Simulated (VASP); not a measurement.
Consider the following.

```
CSi
1.0
    1.54684    -2.67921     0.00000
    1.54684     2.67921     0.00000
    0.00000     0.00000    15.18064
Si C
6 6
Direct
  0.00000   0.00000   0.99985
  0.00000   0.00000   0.49985
  0.66667   0.33333   0.83309
  0.33333   0.66667   0.33309
  0.66667   0.33333   0.16660
  0.33333   0.66667   0.66660
  0.00000   0.00000   0.87448
  0.00000   0.00000   0.37448
  0.66667   0.33333   0.70809
  0.33333   0.66667   0.20809
  0.66667   0.33333   0.04160
  0.33333   0.66667   0.54160
```

Level of theory: PBE GGA, VASP's PBE PAW potentials (set 64) (plane waves; VASP 6.6.1). Settings: 520 eV cut-off, Gaussian smearing of 0.050 eV, potentials Si C.

**Question.** What does the run give for the band gap (along the path) with the smallest direct gap where there is one?

**Answer.** 
```
Quantity                                Value
------------------------------------  -------
band gap (along the path)             2.02 eV
smallest direct gap (along the path)  3.12 eV
```

The absolute energy has meaning only against runs of the same code, potentials and settings.

The compound is SiC in the 6h structure. It was relaxed first.
